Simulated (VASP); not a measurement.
Output of a VASP run:

OSZICAR:
```
...
DAV:   1    -0.220513375041E+03    0.39818E-05   -0.12525E-04   696   0.223E-02    0.509E-03
RMM:   2    -0.220513375234E+03   -0.19293E-06   -0.38343E-06   391   0.448E-03    0.342E-03
RMM:   3    -0.220513375221E+03    0.13024E-07   -0.77664E-07   353   0.210E-03    0.188E-03
RMM:   4    -0.220513375228E+03   -0.68685E-08   -0.14025E-07   159   0.127E-03
  12 F= -.22051338E+03 E0= -.22047481E+03  d E =-.239385E-01
       N       E                     dE             d eps       ncg     rms          rms(c)
DAV:   1    -0.220515349919E+03   -0.19747E-02   -0.47341E+00   712   0.360E+00    0.521E-01
RMM:   2    -0.220519321768E+03   -0.39718E-02   -0.44069E-02   688   0.424E-01    0.183E-01
RMM:   3    -0.220520008952E+03   -0.68718E-03   -0.77073E-03   698   0.172E-01    0.129E-01
RMM:   4    -0.220520029725E+03   -0.20774E-04   -0.13679E-03   701   0.896E-02    0.101E-01
RMM:   5    -0.220519992932E+03    0.36793E-04   -0.40969E-04   688   0.472E-02    0.299E-02
RMM:   6    -0.220520005266E+03   -0.12334E-04   -0.10615E-04   665   0.207E-02    0.220E-02
RMM:   7    -0.220520001484E+03    0.37822E-05   -0.32484E-05   473   0.108E-02
  13 F= -.22052000E+03 E0= -.22048144E+03  d E =-.662626E-02
       N       E                     dE             d eps       ncg     rms          rms(c)
DAV:   1    -0.220520063962E+03   -0.58696E-04   -0.12463E-01   768   0.585E-01    0.862E-02
RMM:   2    -0.220520176084E+03   -0.11212E-03   -0.12098E-03   688   0.713E-02    0.304E-02
RMM:   3    -0.220520194386E+03   -0.18302E-04   -0.20833E-04   681   0.291E-02    0.224E-02
RMM:   4    -0.220520195275E+03   -0.88858E-06   -0.40862E-05   506   0.157E-02
  14 F= -.22052020E+03 E0= -.22048163E+03  d E =-.682005E-02
       N       E                     dE             d eps       ncg     rms          rms(c)
DAV:   1    -0.220520304547E+03   -0.11016E-03   -0.50790E-01   704   0.127E+00    0.225E-01
RMM:   2    -0.220521130019E+03   -0.82547E-03   -0.91534E-03   688   0.187E-01    0.835E-02
RMM:   3    -0.220521261324E+03   -0.13130E-03   -0.15890E-03   695   0.770E-02    0.603E-02
RMM:   4    -0.220521270547E+03   -0.92233E-05   -0.29540E-04   704   0.398E-02    0.477E-02
RMM:   5    -0.220521263136E+03    0.74117E-05   -0.77453E-05   631   0.212E-02
  15 F= -.22052126E+03 E0= -.22048270E+03  d E =-.106786E-02
       N       E                     dE             d eps       ncg     rms          rms(c)
DAV:   1    -0.220521245716E+03    0.24832E-04   -0.47773E-02   728   0.389E-01    0.747E-02
RMM:   2    -0.220521319760E+03   -0.74044E-04   -0.88842E-04   688   0.574E-02    0.302E-02
RMM:   3    -0.220521335784E+03   -0.16024E-04   -0.18184E-04   670   0.247E-02    0.197E-02
RMM:   4    -0.220521336757E+03   -0.97330E-06   -0.31175E-05   463   0.130E-02
  16 F= -.22052134E+03 E0= -.22048277E+03  d E =-.114148E-02
       N       E                     dE             d eps       ncg     rms          rms(c)
DAV:   1    -0.220521303856E+03    0.31928E-04   -0.35533E-01   688   0.108E+00    0.139E-01
RMM:   2    -0.220521704222E+03   -0.40037E-03   -0.44842E-03   688   0.130E-01    0.548E-02
RMM:   3    -0.220521764105E+03   -0.59882E-04   -0.75883E-04   703   0.527E-02    0.411E-02
RMM:   4    -0.220521766503E+03   -0.23984E-05   -0.13132E-04   669   0.259E-02    0.301E-02
RMM:   5    -0.220521762895E+03    0.36080E-05   -0.37515E-05   486   0.144E-02
  17 F= -.22052176E+03 E0= -.22048320E+03  d E =-.426138E-03
```

File OUTCAR:
```
------------------------ aborting loop because EDIFF is reached ----------------------------------------
  FORCE on cell =-STRESS in cart. coord.  units (eV):
  Direction    XX          YY          ZZ          XY          YZ          ZX
  --------------------------------------------------------------------------------------
  Total      -17.5073918    -17.5139478    -17.4829142     -0.0141108      0.0169781     -0.0320840
  in kB      -21.7039019    -21.7120293    -21.6735570     -0.0174932      0.0210478     -0.0397745
  external PRESSURE =     -21.6964961 kB  Pullay stress =       0.0000000 kB
  volume of cell :     1292.39
      direct lattice vectors                 reciprocal lattice vectors
    10.892596236  0.000000000  0.000000000     0.091805478  0.000000000  0.000000000
     0.000000000 10.892596236  0.000000000     0.000000000  0.091805478  0.000000000
     0.000000000  0.000000000 10.892596236     0.000000000  0.000000000  0.091805478
  FREE ENERGIE OF THE ION-ELECTRON SYSTEM (eV)
  ---------------------------------------------------
  free  energy   TOTEN  =      -220.5217628949 eV

  energy  without entropy=     -220.4446319539  energy(sigma->0) =     -220.48319742

 reached required accuracy - stopping structural energy minimisation
```
(Selected blocks of OUTCAR.)

### POSCAR
```
Zn32NS31
1
   10.8925962364     0.0000000000     0.0000000000
    0.0000000000    10.8925962364    -0.0000000000
   -0.0000000000    -0.0000000000    10.8925962364
Zn S N
32 31 1
Direct
  0.5000000000   0.0000000000   0.0000000000
  0.7500000000   0.2500000000   0.0000000000
  0.7500000000   0.0000000000   0.2500000000
  0.0000000000   0.0000000000   0.0000000000
  0.2500000000   0.2500000000   0.0000000000
  0.5000000000   0.5000000000   0.0000000000
  0.7500000000   0.7500000000   0.0000000000
  0.2500000000   0.0000000000   0.2500000000
  0.4954570000   0.2536460000   0.2486530000
  0.7495140000   0.5037750000   0.2513150000
  0.5000000000   0.0000000000   0.5000000000
  0.7502480000   0.2476430000   0.4956420000
  0.7500000000   0.0000000000   0.7500000000
  0.0000000000   0.5000000000   0.0000000000
  0.2500000000   0.7500000000   0.0000000000
  0.0000000000   0.2500000000   0.2500000000
  0.2500000000   0.5000000000   0.2500000000
  0.5000000000   0.7500000000   0.2500000000
  0.0000000000   0.0000000000   0.5000000000
  0.2500000000   0.2500000000   0.5000000000
  0.4961660000   0.5008090000   0.5020980000
  0.7500000000   0.7500000000   0.5000000000
  0.2500000000   0.0000000000   0.7500000000
  0.5000000000   0.2500000000   0.7500000000
  0.7500000000   0.5000000000   0.7500000000
  0.0000000000   0.7500000000   0.2500000000
  0.0000000000   0.5000000000   0.5000000000
  0.2500000000   0.7500000000   0.5000000000
  0.0000000000   0.2500000000   0.7500000000
  0.2500000000   0.5000000000   0.7500000000
  0.5000000000   0.7500000000   0.7500000000
  0.0000000000   0.7500000000   0.7500000000
  0.6250000000   0.1250000000   0.1250000000
  0.8750000000   0.3750000000   0.1250000000
  0.8750000000   0.1250000000   0.3750000000
  0.1250000000   0.1250000000   0.1250000000
  0.3750000000   0.3750000000   0.1250000000
  0.6250000000   0.6250000000   0.1250000000
  0.8750000000   0.8750000000   0.1250000000
  0.3750000000   0.1250000000   0.3750000000
  0.8750000000   0.6250000000   0.3750000000
  0.6250000000   0.1250000000   0.6250000000
  0.8750000000   0.3750000000   0.6250000000
  0.8750000000   0.1250000000   0.8750000000
  0.1250000000   0.6250000000   0.1250000000
  0.3750000000   0.8750000000   0.1250000000
  0.1250000000   0.3750000000   0.3750000000
  0.3750000000   0.6250000000   0.3750000000
  0.6250000000   0.8750000000   0.3750000000
  0.1250000000   0.1250000000   0.6250000000
  0.3750000000   0.3750000000   0.6250000000
  0.6250000000   0.6250000000   0.6250000000
  0.8750000000   0.8750000000   0.6250000000
  0.3750000000   0.1250000000   0.8750000000
  0.6250000000   0.3750000000   0.8750000000
  0.8750000000   0.6250000000   0.8750000000
  0.1250000000   0.8750000000   0.3750000000
  0.1250000000   0.6250000000   0.6250000000
  0.3750000000   0.8750000000   0.6250000000
  0.1250000000   0.3750000000   0.8750000000
  0.3750000000   0.6250000000   0.8750000000
  0.6250000000   0.8750000000   0.8750000000
  0.1250000000   0.8750000000   0.8750000000
  0.6289470000   0.3740800000   0.3747080000
```

### Question
Reconstruct the remaining input files.

### Answer
Several could match; the one computed here: the input of the run itself, PBE GGA, plane waves, VASP's PBE PAW potentials (set 64).

INCAR:
```
# general
SYSTEM =Zn32NS31
PREC   =Normal
ENCUT  =400
LREAL  =Auto
LASPH  =.TRUE.
ISYM   =0
NELECT =574.0

# electronic loop
EDIFF  =1E-5
NELM   =100
NELMIN =4
ALGO   =Fast
LMAXMIX=4

# smearing
ISMEAR =0
SIGMA  =0.05

# functional
GGA    =PE

# ions
IBRION =2
NSW    =60
ISIF   =2
EDIFFG =-0.03

# output
LWAVE  =.FALSE.
LCHARG =.FALSE.
```

File KPOINTS:
```
Automatic
0
gamma
1 1 1
```

POTCAR, in this order: Zn S N (PBE.64 set). Program: vasp_gam.

At this cut-off the stress carries a Pulay error, which pulls relaxed volumes low. The cell is charged, with a uniform compensating background. The supercell is sampled at Γ alone, which is coarse: total energies, pressure and levels can be off, energies of defects by several tenths of an eV.

The cell is a supercell with a defect, built from ZnS (zinc blende): N_S, charge +1. The run is not spin-polarised, so no state with unpaired spins was tried.
